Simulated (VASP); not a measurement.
VASP ran on this input.

**POSCAR**
```
Mg2Si
4.5812870
  0.0000000000   0.7071067459   0.7071067459
  0.7071067459   0.0000000000   0.7071067459
  0.7071067459   0.7071067459   0.0000000000
Mg Si
2 1
Cart
  0.3535533729   0.3535533729   0.3535533729
  1.0606601188   1.0606601188   1.0606601188
  0.0000000000   0.0000000000   0.0000000000
```

**KPOINTS**
```
Regular mesh
0
gamma
  6 6 6
0 0 0
```

**INCAR**
```
# general
SYSTEM  =  Mg2Si
PREC    =  Accurate
ENCUT   =  520   # plane-wave cut-off (eV)
LREAL   =  .False.   # projection in real space or not
LASPH   =  .True.   # aspherical one-centre terms

# electronic loop
EDIFF   =  1E-7   # SCF stop (eV)
NELM    =  100
ALGO    =  Normal   # blocked Davidson

# smearing
ISMEAR  =  0   # Gaussian
SIGMA   =  0.05

# functional
GGA     =  RP   # RPBE

# ions
ISIF    =  2   # forces and stress, cell fixed

# output
LWAVE   =  .False.
LCHARG  =  .False.
```

POTCAR, in this order: Mg Si (PBE.64 set). Program: vasp_std.

**Question.** Translate this RPBE calculation to Quantum ESPRESSO's pw.x.

**Answer.** One equivalent input (not run):
```
&CONTROL
  calculation = 'scf'
  pseudo_dir = './pseudo'
  outdir = './out'
  tprnfor = .true.
  tstress = .true.
/
&SYSTEM
  ibrav = 0
  nat = 3
  ntyp = 2
  ecutwfc = 84
  occupations = 'smearing'
  smearing = 'gaussian'
  degauss = 0.003675
  input_dft = 'rpbe'
/
&ELECTRONS
  conv_thr = 7.3e-09
  electron_maxstep = 100
/
ATOMIC_SPECIES
  Mg 24.305 Mg.upf
  Si 28.085 Si.upf
CELL_PARAMETERS angstrom
     0.0000000    3.2394589    3.2394589
     3.2394589    0.0000000    3.2394589
     3.2394589    3.2394589    0.0000000
ATOMIC_POSITIONS crystal
  Mg   0.2500000  0.2500000  0.2500000
  Mg   0.7500000  0.7500000  0.7500000
  Si   0.0000000  0.0000000  0.0000000
K_POINTS automatic
  6 6 6 0 0 0
```
The two are equivalent in intent, not identical: the potentials are each code's own (VASP's PAW set, PseudoDojo norm-conserving files in pw.x), so ENCUT and ecutwfc are chosen apart and not converted; conv_thr bounds pw.x's estimated SCF error, while EDIFF bounds the energy change between steps.

The compound is Mg2Si in the antifluorite structure. This cell is one point of a volume scan, at 1.03 of the reference volume.
